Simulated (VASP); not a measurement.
A run of VASP 6.6.1 is set up as follows.

INCAR

```
SYSTEM = Pr3Ti
ALGO     = Normal         ! electronic algorithm
EDIFF    = 1E-6           ! SCF threshold, eV
ENCUT    = 520            ! plane-wave cutoff, eV
GGA      = CA             ! functional
ISIF     = 2              ! what is computed and relaxed
ISMEAR   = 0              ! smearing method
ISPIN    = 2              ! spin polarisation
LASPH    = .TRUE.         ! aspherical terms in the spheres
LCHARG   = .FALSE.        ! write CHGCAR
LMAXMIX  = 6              ! l up to which the mixer works
LORBIT   = 11             ! projections on sites
LREAL    = .FALSE.        ! projectors in reciprocal space
LWAVE    = .FALSE.        ! write WAVECAR
MAGMOM   = 2 2 2 1        ! initial moments
NELM     = 100            ! most SCF steps
PREC     = Accurate       ! precision mode
SIGMA    = 0.02           ! smearing width, eV
```

KPOINTS

```
k-points
0
G
  6 6 6
  0 0 0
```

POSCAR

```
Pr3Ti
1.0
    4.9699000000      0.0000000000      0.0000000000
    0.0000000000      4.9699000000      0.0000000000
    0.0000000000      0.0000000000      4.9699000000
Pr Ti
3 1
Direct
    0.5000000000      0.5000000000      0.0000000000
    0.5000000000      0.0000000000      0.5000000000
    0.0000000000      0.5000000000      0.5000000000
    0.0000000000      0.0000000000      0.0000000000
```

Potentials or basis: VASP PAW PBE potentials, release 64 (Pr_3, Ti_pv), 4f in core.

Run with:

```bash
$ cat potpaw_PBE.64/Pr_3/POTCAR potpaw_PBE.64/Ti_pv/POTCAR > POTCAR
$ mpirun -np 1 vasp_std > vasp.out
```

Task: Estimate the net moment.

Result: 0.00 μB per cell.

Task: Predict the band gap on the k mesh.

Result: None (metal or under the smearing width).

Caveat: the magnetic or orbital state may not be the lowest; spin-orbit coupling is left out, which moves the levels of the heavy elements; the 4f electrons are frozen in the core as for a trivalent ion, so they carry no moment and show no levels. The state reached can hang on the start; a lower one may exist.
